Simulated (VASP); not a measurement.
Consider the following.

```xyz
2
Lattice="0.0000 3.2117 3.2117 3.2117 0.0000 3.2117 3.2117 3.2117 0.0000" Properties=species:S:1:pos:R:3 pbc="T T T"
Ba     0.0000     0.0000     0.0000
S      3.2117     3.2117     3.2117
```

Method: r2SCAN+rVV10, VASP's PBE PAW potentials (set 64) (plane waves; VASP). Settings: 520 eV cut-off, 8×8×8 Γ-centred mesh, tetrahedra with Blöchl corrections, potentials Ba_sv S.

Unless said otherwise, spin-orbit coupling is left out, though it shifts the bands of the heavy elements here.

Predict the energy per atom (σ→0), band gap (over mesh and band path) with the smallest direct gap where there is one.

- band gap (over mesh and band path) = 2.44 eV
- smallest direct gap (over mesh and band path) = 2.58 eV
- energy per atom (σ→0) = -19.420 eV/atom

The compound is BaS in the rock salt structure. It was relaxed first.
